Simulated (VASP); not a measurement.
Computed with PBE GGA, VASP's PBE PAW potentials (set 64) (plane waves; VASP).

VASP input:

**KPOINTS**
```
Automatic mesh
0
Gamma
12 12 12
0 0 0
```

INCAR:
```
SYSTEM=TiCo
PREC=Accurate; ENCUT=480; LREAL=F
LASPH=T
EDIFF=1E-7; NELM=100; ALGO=Normal
LMAXMIX=4
ISMEAR=1; SIGMA=0.1
GGA=PE
ISIF=2
LWAVE=F; LCHARG=F
```

File POSCAR:
```
TiCo
1
    2.9658424470     0.0000000000     0.0000000000
    0.0000000000     2.9658424470     0.0000000000
    0.0000000000     0.0000000000     2.9658424470
Ti Co
1 1
Direct
  0.0000000000   0.0000000000   0.0000000000
  0.5000000000   0.5000000000   0.5000000000
```

POTCAR, in this order: Ti_sv Co (PBE.64 set). Program: vasp_std.

Output of the run:

**OSZICAR**
```
       N       E                     dE             d eps       ncg     rms          rms(c)
DAV:   1     0.147788480950E+03    0.14779E+03   -0.10091E+04  2352   0.178E+03
DAV:   2    -0.892791512745E+01   -0.15672E+03   -0.15407E+03  2382   0.402E+02
DAV:   3    -0.176449219338E+02   -0.87170E+01   -0.86450E+01  3732   0.104E+02
DAV:   4    -0.179152114833E+02   -0.27029E+00   -0.26903E+00  2890   0.151E+01
DAV:   5    -0.179243637058E+02   -0.91522E-02   -0.91520E-02  3466   0.262E+00    0.133E+01
DAV:   6    -0.161197552158E+02    0.18046E+01   -0.13628E+01  2954   0.562E+01    0.696E+00
DAV:   7    -0.183577473764E+02   -0.22380E+01   -0.28449E+01  3840   0.508E+01    0.226E+01
DAV:   8    -0.156169165508E+02    0.27408E+01   -0.16268E+01  3518   0.392E+01    0.166E+00
DAV:   9    -0.156492567758E+02   -0.32340E-01   -0.29991E-01  3252   0.532E+00    0.188E+00
DAV:  10    -0.156347461034E+02    0.14511E-01   -0.86212E-02  3472   0.370E+00    0.464E-01
DAV:  11    -0.156331800068E+02    0.15661E-02   -0.75811E-03  2990   0.105E+00    0.270E-01
DAV:  12    -0.156327594583E+02    0.42055E-03   -0.16716E-03  3664   0.365E-01    0.808E-02
DAV:  13    -0.156326805505E+02    0.78908E-04   -0.20693E-04  2842   0.136E-01    0.382E-02
DAV:  14    -0.156326717692E+02    0.87813E-05   -0.61120E-05  3418   0.674E-02    0.671E-03
DAV:  15    -0.156326718935E+02   -0.12426E-06   -0.32920E-06  2632   0.243E-02    0.101E-03
DAV:  16    -0.156326720179E+02   -0.12438E-06   -0.11413E-07  1868   0.399E-03    0.513E-04
DAV:  17    -0.156326720105E+02    0.73496E-08   -0.15616E-08  1326   0.181E-03
   1 F= -.15632672E+02 E0= -.15632159E+02  d E =-.154022E-02
```

OUTCAR:
```
------------------------ aborting loop because EDIFF is reached ----------------------------------------
  FORCE on cell =-STRESS in cart. coord.  units (eV):
  Direction    XX          YY          ZZ          XY          YZ          ZX
  --------------------------------------------------------------------------------------
  Total        0.0738456      0.0738456      0.0738456     -0.0000000     -0.0000000      0.0000000
  in kB        4.5351422      4.5351422      4.5351422     -0.0000000     -0.0000000      0.0000000
  external PRESSURE =       4.5351422 kB  Pullay stress =       0.0000000 kB
  volume of cell :       26.09
      direct lattice vectors                 reciprocal lattice vectors
     2.965842447  0.000000000  0.000000000     0.337172327  0.000000000  0.000000000
     0.000000000  2.965842447  0.000000000     0.000000000  0.337172327  0.000000000
     0.000000000  0.000000000  2.965842447     0.000000000  0.000000000  0.337172327
 POSITION                                       TOTAL-FORCE (eV/Angst)
 -----------------------------------------------------------------------------------
      0.00000      0.00000      0.00000         0.000000      0.000000      0.000000
      1.48292      1.48292      1.48292         0.000000      0.000000      0.000000
 -----------------------------------------------------------------------------------
    total drift:                                0.000000      0.000000     -0.000000
  FREE ENERGIE OF THE ION-ELECTRON SYSTEM (eV)
  ---------------------------------------------------
  free  energy   TOTEN  =       -15.6326720105 eV

  energy  without entropy=      -15.6311317929  energy(sigma->0) =      -15.63215860
```
(Selected blocks of OUTCAR.)

The compound is TiCo in the CsCl type structure. It was relaxed first. The run is not spin-polarised, so no magnetic state was tried. The electron count is odd and the run is not spin-polarised, which forces a metal.
